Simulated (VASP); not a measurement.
These are MS2 meta-GGA, VASP's PBE PAW potentials (set 64) (plane waves; VASP 6.6.1) values and carry that method's errors.

The input files of a VASP run:

### KPOINTS
```
Automatic mesh
0
Gamma
9 9 9
0 0 0
```

### INCAR
```
ALGO  =  Normal
ISIF  =  2
ENCUT  =  520
LMIXTAU  =  .TRUE.
SYSTEM  =  LiCl
EDIFF  =  1E-7   # SCF stop (eV)
METAGGA  =  MS2
SIGMA  =  0.05   # width (eV)
LCHARG  =  .FALSE.
LASPH  =  .TRUE.
ISMEAR  =  0   # Gaussian
LREAL  =  .FALSE.
LWAVE  =  .FALSE.
NELM  =  100
PREC  =  Accurate
```

POSCAR:
```
LiCl
1
    0.0000000000     2.5588167009     2.5588167009
    2.5588167009     0.0000000000     2.5588167009
    2.5588167009     2.5588167009     0.0000000000
Li Cl
1 1
Direct
  0.0000000000   0.0000000000   0.0000000000
  0.5000000000   0.5000000000   0.5000000000
```

POTCAR, in this order: Li_sv Cl (PBE.64 set). Program: vasp_std.

The resulting files:

File OUTCAR:
```
 ion  position               nearest neighbor table
   1  0.000  0.000  0.000-   2 2.56   2 2.56   2 2.56   2 2.56   2 2.56   2 2.56
   2  0.500  0.500  0.500-   1 2.56   1 2.56   1 2.56   1 2.56   1 2.56   1 2.56
  LATTYP: Found a face centered cubic cell.
 ALAT       =     5.1176334018
 Subroutine PRICEL returns:
 Original cell was already a primitive cell.
 Subroutine GETGRP returns: Found 48 space group operations
The static configuration has the point symmetry O_h .
The dynamic configuration has the point symmetry O_h .
 Subroutine INISYM returns: Found 48 space group operations
 Subroutine IBZKPT returns following result:
 Found     35 irreducible k-points:

 Following reciprocal coordinates:
            Coordinates               Weight
  0.000000  0.000000  0.000000      1.000000
  0.111111  0.000000  0.000000      8.000000
  0.222222  0.000000  0.000000      8.000000
  0.333333  0.000000  0.000000      8.000000
  0.444444  0.000000  0.000000      8.000000
  0.111111  0.111111  0.000000      6.000000
  0.222222  0.111111  0.000000     24.000000
  0.333333  0.111111  0.000000     24.000000
  0.444444  0.111111  0.000000     24.000000
...
```

### OSZICAR
```
       N       E                     dE             d eps       ncg     rms          rms(c)
DAV:   1     0.301026162248E+02    0.30103E+02   -0.40687E+03   630   0.979E+02
DAV:   2    -0.162759162119E+02   -0.46379E+02   -0.44762E+02   850   0.159E+02
DAV:   3    -0.177792293663E+02   -0.15033E+01   -0.15016E+01   732   0.348E+01
DAV:   4    -0.178108443902E+02   -0.31615E-01   -0.31595E-01   954   0.497E+00
DAV:   5    -0.178111001503E+02   -0.25576E-03   -0.25575E-03   836   0.398E-01    0.325E+00
DAV:   6    -0.122195922625E+02    0.55915E+01   -0.14760E+00   630   0.157E+01    0.183E+00
DAV:   7    -0.134727858709E+02   -0.12532E+01   -0.71043E-01   630   0.867E+00    0.157E+00
DAV:   8    -0.133060033890E+02    0.16678E+00   -0.18554E-01   633   0.507E+00    0.114E+00
DAV:   9    -0.134962726520E+02   -0.19027E+00   -0.26121E-01   631   0.656E+00    0.401E-01
DAV:  10    -0.133202377872E+02    0.17603E+00   -0.30286E-01   630   0.707E+00    0.318E-01
DAV:  11    -0.133208595585E+02   -0.62177E-03   -0.18337E-03   939   0.459E-01    0.179E-01
DAV:  12    -0.133123995342E+02    0.84600E-02   -0.61792E-03   630   0.107E+00    0.204E-01
DAV:  13    -0.133205100157E+02   -0.81105E-02   -0.95235E-03   630   0.134E+00    0.652E-02
DAV:  14    -0.133212722455E+02   -0.76223E-03   -0.58811E-04   641   0.282E-01    0.252E-02
DAV:  15    -0.133212393747E+02    0.32871E-04   -0.24196E-05   722   0.638E-02    0.230E-02
DAV:  16    -0.133212669744E+02   -0.27600E-04   -0.68808E-06   778   0.342E-02    0.208E-02
DAV:  17    -0.133212796335E+02   -0.12659E-04   -0.37318E-06   739   0.225E-02    0.155E-02
DAV:  18    -0.133212852518E+02   -0.56183E-05   -0.18155E-06   666   0.193E-02    0.925E-03
DAV:  19    -0.133212858899E+02   -0.63808E-06   -0.34886E-07   730   0.870E-03    0.424E-03
DAV:  20    -0.133212863854E+02   -0.49545E-06   -0.16509E-07   634   0.569E-03    0.291E-03
DAV:  21    -0.133212863280E+02    0.57316E-07   -0.27361E-08   576   0.217E-03
   1 F= -.13321286E+02 E0= -.13321286E+02  d E =-.309593E-16
```

### OUTCAR
```
------------------------ aborting loop because EDIFF is reached ----------------------------------------
  FORCE on cell =-STRESS in cart. coord.  units (eV):
  Direction    XX          YY          ZZ          XY          YZ          ZX
  --------------------------------------------------------------------------------------
  Total       -0.2146330     -0.2146330     -0.2146330      0.0000000      0.0000000      0.0000000
  in kB      -10.2626527    -10.2626527    -10.2626527      0.0000000      0.0000000      0.0000000
  external PRESSURE =     -10.2626527 kB  Pullay stress =       0.0000000 kB
  volume of cell :       33.51
      direct lattice vectors                 reciprocal lattice vectors
     0.000000000  2.558816701  2.558816701    -0.195402820  0.195402820  0.195402820
     2.558816701  0.000000000  2.558816701     0.195402820 -0.195402820  0.195402820
     2.558816701  2.558816701  0.000000000     0.195402820  0.195402820 -0.195402820
  FREE ENERGIE OF THE ION-ELECTRON SYSTEM (eV)
  ---------------------------------------------------
  free  energy   TOTEN  =       -13.3212863280 eV

  energy  without entropy=      -13.3212863280  energy(sigma->0) =      -13.32128633
```
(Selected blocks of OUTCAR.)

The compound is LiCl in the rock salt structure. This cell is one point of a volume scan, at 1.03 of the reference volume.
